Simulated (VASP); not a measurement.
```
CELL_PARAMETERS angstrom
      4.05097     0.00000     0.00000
      0.00000     4.05097     0.00000
      0.00000     0.00000     5.71296
ATOMIC_POSITIONS crystal
  Mg 0.50000 0.00000 0.73713
  Mg 0.00000 0.50000 0.26287
  Se 0.50000 0.50000 0.00000
  S  0.00000 0.00000 0.50000
```

Level of theory: LDA (Ceperley-Alder, Perdew-Zunger), VASP's LDA PAW potentials (set 64) (plane waves; VASP). Settings: 400 eV cut-off, 7×7×5 Γ-centred mesh, Gaussian smearing of 0.010 eV, potentials Mg Se S.

Problem. Estimate the energy per atom (σ→0), band gap (on the k-mesh) with the smallest direct gap where there is one.

Solution. 
band gap (on the k-mesh): 2.76 eV
smallest direct gap (on the k-mesh): 2.76 eV
energy per atom (σ→0): -4.459 eV/atom

Only differences to runs with the same potentials and settings are physical.

The structure comes from a computed database's Mg2SeS entry (P-4m2); how it stands against other phases isn't given here. It was relaxed first.
